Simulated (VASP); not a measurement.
Level of theory: PBEsol GGA, VASP's PBE PAW potentials (set 64) (plane waves; VASP).

VASP input:

POSCAR:
```
MgH2
1
    4.5295759580     0.0000000000     0.0000000000
    0.0000000000     4.5295759580     0.0000000000
    0.0000000000     0.0000000000     3.0256627873
Mg H
2 4
Direct
  0.0000000000   0.0000000000   0.0000000000
  0.5000000000   0.5000000000   0.5000000000
  0.3043043859   0.3043043859   0.0000000000
  0.8043043859   0.1956956141   0.5000000000
  0.1956956141   0.8043043859   0.5000000000
  0.6956956141   0.6956956141   0.0000000000
```

### KPOINTS
```
Automatic mesh
0
G
  5 5 7
```

### INCAR
```
SYSTEM  =  MgH2
ISIF  =  4   ! ions and shape, fixed volume
NSW  =  30
NELM  =  100   ! most electronic steps
EDIFFG  =  -0.01   ! ionic stop
LREAL  =  .FALSE.
GGA  =  PS
IBRION  =  2
ALGO  =  Normal   ! blocked Davidson
LASPH  =  .TRUE.
PREC  =  Accurate
EDIFF  =  1E-7   ! SCF stop (eV)
ENCUT  =  520   ! plane-wave cut-off (eV)
LCHARG  =  .FALSE.
LWAVE  =  .FALSE.
SIGMA  =  0.05
ISMEAR  =  0   ! Gaussian
```

POTCAR, in this order: Mg H (PBE.64 set). Program: vasp_std.

The resulting files:

File OUTCAR:
```
 ion  position               nearest neighbor table
   1  0.000  0.000  0.000-   3 1.95   6 1.95   5 1.96   4 1.96   4 1.96   5 1.96   2 3.54   2 3.54
                             2 3.54   2 3.54   2 3.54   2 3.54   2 3.54   2 3.54
   2  0.500  0.500  0.500-   4 1.95   5 1.95   3 1.96   6 1.96   3 1.96   6 1.96   1 3.54   1 3.54
                             1 3.54   1 3.54   1 3.54   1 3.54   1 3.54   1 3.54
   3  0.304  0.304  0.000-   1 1.95   2 1.96   2 1.96
   4  0.804  0.196  0.500-   2 1.95   1 1.96   1 1.96
   5  0.196  0.804  0.500-   2 1.95   1 1.96   1 1.96
   6  0.696  0.696  0.000-   1 1.95   2 1.96   2 1.96
  LATTYP: Found a simple tetragonal cell.
 ALAT       =     4.5295759580
 C/A-ratio  =     0.6679792580
 Subroutine PRICEL returns:
 Original cell was already a primitive cell.
 Subroutine GETGRP returns: Found 16 space group operations
The static configuration has the point symmetry D_2h.
 The point group associated with its full space group is D_4h.
The dynamic configuration has the point symmetry D_2h.
 Subroutine INISYM returns: Found 16 space group operations
 Subroutine IBZKPT returns following result:
 Found     24 irreducible k-points:

 Following reciprocal coordinates:
            Coordinates               Weight
  0.000000  0.000000  0.000000      1.000000
  0.200000  0.000000  0.000000      4.000000
  0.400000  0.000000  0.000000      4.000000
  0.200000  0.200000  0.000000      4.000000
  0.400000  0.200000  0.000000      8.000000
  0.400000  0.400000  0.000000      4.000000
  0.000000  0.000000  0.142857      2.000000
  0.200000  0.000000  0.142857      8.000000
  0.400000  0.000000  0.142857      8.000000
  0.200000  0.200000  0.142857      8.000000
  0.400000  0.200000  0.142857     16.000000
  0.400000  0.400000  0.142857      8.000000
  0.000000  0.000000  0.285714      2.000000
  0.200000  0.000000  0.285714      8.000000
  0.400000  0.000000  0.285714      8.000000
  0.200000  0.200000  0.285714      8.000000
...
```

**OSZICAR**
```
       N       E                     dE             d eps       ncg     rms          rms(c)
DAV:   1     0.597057637002E+00    0.59706E+00   -0.32075E+03   384   0.770E+02
DAV:   2    -0.182873051082E+02   -0.18884E+02   -0.17655E+02   520   0.812E+01
DAV:   3    -0.188752057746E+02   -0.58790E+00   -0.58790E+00   536   0.202E+01
DAV:   4    -0.188764247434E+02   -0.12190E-02   -0.12190E-02   568   0.911E-01
DAV:   5    -0.188764268874E+02   -0.21440E-05   -0.21440E-05   536   0.280E-02    0.603E+00
DAV:   6    -0.180253670301E+02    0.85106E+00   -0.69384E-01   384   0.478E+00    0.308E+00
DAV:   7    -0.177264614546E+02    0.29891E+00   -0.87199E-01   400   0.575E+00    0.462E-01
DAV:   8    -0.177309010322E+02   -0.44396E-02   -0.11748E-02   432   0.867E-01    0.743E-02
DAV:   9    -0.177307570232E+02    0.14401E-03   -0.48585E-04   576   0.149E-01    0.152E-02
DAV:  10    -0.177307634031E+02   -0.63798E-05   -0.12479E-05   472   0.311E-02    0.791E-03
DAV:  11    -0.177307627550E+02    0.64809E-06   -0.39237E-06   504   0.100E-02    0.166E-03
DAV:  12    -0.177307626579E+02    0.97144E-07   -0.12352E-07   344   0.252E-03
   1 F= -.17730763E+02 E0= -.17730763E+02  d E =-.177308E+02
       N       E                     dE             d eps       ncg     rms          rms(c)
DAV:   1    -0.177307874471E+02   -0.24692E-04   -0.49498E-04   416   0.193E-01    0.707E-03
DAV:   2    -0.177307866629E+02    0.78419E-06   -0.33583E-06   440   0.163E-02    0.408E-03
DAV:   3    -0.177307861973E+02    0.46560E-06   -0.11275E-06   472   0.563E-03    0.239E-04
DAV:   4    -0.177307861965E+02    0.86087E-09   -0.16265E-08   200   0.114E-03
   2 F= -.17730786E+02 E0= -.17730786E+02  d E =-.235386E-04
```

**OUTCAR**
```
------------------------ aborting loop because EDIFF is reached ----------------------------------------
  FORCE on cell =-STRESS in cart. coord.  units (eV):
  Direction    XX          YY          ZZ          XY          YZ          ZX
  --------------------------------------------------------------------------------------
  Total       -0.6220112     -0.6220112     -0.6445051      0.0000000      0.0000000      0.0000000
  in kB      -16.0536276    -16.0536276    -16.6341769      0.0000000      0.0000000      0.0000000
  external PRESSURE =     -16.2471440 kB  Pullay stress =       0.0000000 kB
  volume of cell :       62.08
      direct lattice vectors                 reciprocal lattice vectors
     4.529984632  0.000000000  0.000000000     0.220751301 -0.000000000  0.000000000
     0.000000000  4.529984632  0.000000000    -0.000000000  0.220751301  0.000000000
     0.000000000  0.000000000  3.025116890     0.000000000  0.000000000  0.330565739
 POSITION                                       TOTAL-FORCE (eV/Angst)
 -----------------------------------------------------------------------------------
      4.52998      0.00000      0.00000         0.000000     -0.000000      0.000000
      2.26499      2.26499      1.51256         0.000000     -0.000000      0.000000
      1.37886      1.37886      0.00000         0.005205      0.005205      0.000000
      3.64385      0.88614      1.51256         0.005205     -0.005205     -0.000000
      0.88614      3.64385      1.51256        -0.005205      0.005205      0.000000
      3.15113      3.15113      0.00000        -0.005205     -0.005205     -0.000000
 -----------------------------------------------------------------------------------
    total drift:                                0.000000     -0.000000     -0.000000
  FREE ENERGIE OF THE ION-ELECTRON SYSTEM (eV)
  ---------------------------------------------------
  free  energy   TOTEN  =       -17.7307861965 eV

  energy  without entropy=      -17.7307861965  energy(sigma->0) =      -17.73078620

 reached required accuracy - stopping structural energy minimisation
```
(Selected blocks of OUTCAR.)

### CONTCAR
```
MgH2
   1.00000000000000
     4.5299846318468413    0.0000000000000000    0.0000000000000000
     0.0000000000000000    4.5299846318468413    0.0000000000000000
     0.0000000000000000    0.0000000000000000    3.0251168898742904
  Mg              H
     2     4
Direct
     1.0000000000000000    0.0000000000000000    0.0000000000000000
     0.5000000000000000    0.5000000000000000    0.5000000000000000
     0.3043843950248106    0.3043843950248106    0.0000000000000000
     0.8043843950248106    0.1956156049751894    0.5000000000000000
     0.1956156049751894    0.8043843950248106    0.5000000000000000
     0.6956156049751894    0.6956156049751894    0.0000000000000000
```

The compound is MgH2 in the rutile structure. This cell is one point of a volume scan, at 1.03 of the reference volume. Symmetry was kept, so distortions that lower it aren't found.
